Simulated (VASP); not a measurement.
A convergence study with VASP on Ni$_{3}$Fe (L1_2): one setting is varied, all else stays as given below, so the limit is that of these other settings.

```yaml
crystal:
  lattice:
    - [3.55000, 0.00000, 0.00000]
    - [0.00000, 3.55000, 0.00000]
    - [0.00000, 0.00000, 3.55000]
  atoms:
    - { symbol: Fe, position: [0.00000, 0.00000, 0.00000], spin: 3.0 }
    - { symbol: Ni, position: [0.00000, 0.50000, 0.50000], spin: 0.7 }
    - { symbol: Ni, position: [0.50000, 0.00000, 0.50000], spin: 0.7 }
    - { symbol: Ni, position: [0.50000, 0.50000, 0.00000], spin: 0.7 }
```

Level of theory: PBE GGA, VASP's PBE PAW potentials (set 64) (plane waves; VASP). The tightest run used: 550 eV cut-off, 18×18×18 Γ-centred mesh, tetrahedra with Blöchl corrections, potentials Fe Ni.

```
setting     E (eV/atom)  pressure (GPa)  moment (μB)  irreducible k-points
----------  -----------  --------------  -----------  --------------------
4×4×4 mesh      -6.2500           -1.44        4.528                    10
5×5×5 mesh      -6.2570           -1.59        4.483                    10
6×6×6 mesh      -6.2529           -1.37        4.642                    20
```

Problem. These are the cheaper rows. Estimate the results at 18×18×18 mesh, and how far the last row shown lies from them.

Solution. 
| quantity | tightest run | last row shown is off by |
|---|---|---|
| E (eV/atom) | -6.2493 | -0.0036 |
| pressure (GPa) | -1.18 | -0.19 |
| moment (μB) | 4.766 | -0.124 |

Left out are rungs that failed or repeat a setting and relaxations that didn't move; long series are thinned to 24 rows.

The compound is Ni3Fe in the L1_2 structure. The cell was not relaxed at this level. The spin order is the one that the start imposed; others were not tried in this run.
